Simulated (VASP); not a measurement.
VASP runs on RbBr (rock salt) share one base input (PBE GGA, plane waves, VASP's PBE PAW potentials (set 64)) and change the settings named in each case.

INCAR:
```
ALGO=Normal
EDIFF=1E-6
ENCUT=400
GGA=PE
ISIF=2
ISMEAR=0
LASPH=.True.
LCHARG=.False.
LMAXMIX=4
LREAL=.False.
LWAVE=.False.
NELM=100
PREC=Accurate
SIGMA=0.05
SYSTEM=RbBr
```

File POSCAR:
```
RbBr
6.890
  0.0000000000   0.5000000000   0.5000000000
  0.5000000000   0.0000000000   0.5000000000
  0.5000000000   0.5000000000   0.0000000000
Rb Br
1 1
Cart
  0.0000000000   0.0000000000   0.0000000000
  0.5000000000   0.5000000000   0.5000000000
```

File KPOINTS:
```
Automatic mesh
0
Gamma
6 6 6
0 0 0
```

POTCAR, in this order: Rb_sv Br (PBE.64 set). Program: vasp_std.

```csv
change,E(σ→0) (eV/atom),pressure (GPa),plane waves
base run,-3.0522,0.75,1524
ENCUT = 150,-3.0695,-5.85,347
ENCUT = 225,-3.0514,0.40,636
ENCUT = 325,-3.0522,0.75,1113
ENCUT = 350,-3.0522,0.75,1243
ENCUT = 625,-3.0522,0.77,2914
ENCUT = 775,-3.0522,0.77,4023
```

Left out are runs that ran out of time, are held back, or changed the cell or the kind of run, fixed moments of cells without a moment, rows past the twelfth, gaps on odd meshes, pressures of charged cells and columns that move by less than the noise.

The compound is RbBr in the rock salt structure. The cell was not relaxed at this level.
